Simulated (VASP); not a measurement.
```yaml
crystal:
  lattice:
    - [4.16884, 0.00000, 0.00000]
    - [-2.08442, 3.61032, 0.00000]
    - [0.00000, 0.00000, 6.77962]
  atoms:
    - { symbol: Cd, position: [0.66667, 0.33333, 0.50022] }
    - { symbol: Cd, position: [0.33333, 0.66667, 0.00022] }
    - { symbol: S, position: [0.66667, 0.33333, 0.87678] }
    - { symbol: S, position: [0.33333, 0.66667, 0.37678] }
```

These are PBE GGA, VASP's PBE PAW potentials (set 64) (plane waves; VASP 6.6.1) values and carry that method's errors. Settings: 300 eV cut-off, 9×9×5 Γ-centred mesh, Gaussian smearing of 0.010 eV, potentials Cd S.

At this cut-off the stress carries a Pulay error, which pulls relaxed volumes low.

Task: Predict the energy per atom (σ→0), pressure, band gap (on the k-mesh) with the smallest direct gap where there is one.

Result: 
```json
{
  "band gap (on the k-mesh)": "1.15 eV",
  "smallest direct gap (on the k-mesh)": "1.15 eV",
  "energy per atom (σ→0)": "-3.069 eV/atom",
  "pressure": "13.5 kbar"
}
```

Total energies compare only between runs with the same potentials, cut-off and functional.

The structure comes from a computed database's CdS entry (P6_3mc); how it stands against other phases isn't given here. The cell was not relaxed at this level.
